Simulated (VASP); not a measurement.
A run of VASP 6.6.1 is set up as follows.

Contents of INCAR:

```
SYSTEM = TlAgI2
  PREC = Accurate
  ENCUT = 520
  EDIFF = 1E-6
  ISMEAR = -1
  SIGMA = 0.05
  LREAL = .FALSE.
  LASPH = .TRUE.
  NELM = 100
  ALGO = Fast
  ISIF = 2
  LWAVE = .FALSE.
  LCHARG = .FALSE.
  GGA = PE
  NBANDS = 48
```

KPOINTS

```
Automatic mesh
0
G
  2 3 2
  0 0 0
```

Contents of POSCAR:

```
TlAgI2
1.0
    6.8130270000     -0.5278780000      0.4551780000
   -1.6418770000      5.8273980000      1.8907910000
   -0.9407770000      0.3006240000      7.6745790000
I Tl Ag
4 2 2
Direct
    0.1779156889      1.0131440822      0.8781001512
    0.4274732314      0.9329432027      0.5375298083
    0.3014547010      0.4020533960      0.0787134395
    0.9936287646      0.3930046387      0.4855511178
    0.5396998083      0.0110213467      0.1045887283
    0.5030800767      0.4819611413      0.4288829691
    0.8605824783      0.3964851710      0.7908439272
    0.9580180860      0.8713142239      0.2918027361
```

Potentials or basis: VASP PAW PBE potentials, release 64 (I, Tl_d, Ag).

Command:

```sh
$ cat potpaw_PBE.64/I/POTCAR potpaw_PBE.64/Tl_d/POTCAR potpaw_PBE.64/Ag/POTCAR > POTCAR
$ mpirun -np 1 vasp_std > vasp.out
```

(1) Estimate the pressure.

(2) Predict the band gap on the k mesh.

(3) What does it give for the largest force?

Answers

(1) 2.2 GPa.

(2) 0.53 eV, indirect (least direct gap 0.69 eV).

(3) 1.574 eV/Å.

Caveat: the k mesh is coarse (spacing up to 0.48 Å⁻¹), so the values aren't converged; spin-orbit coupling is left out, which as a rule narrows the gap of such compounds by several tenths of an eV.
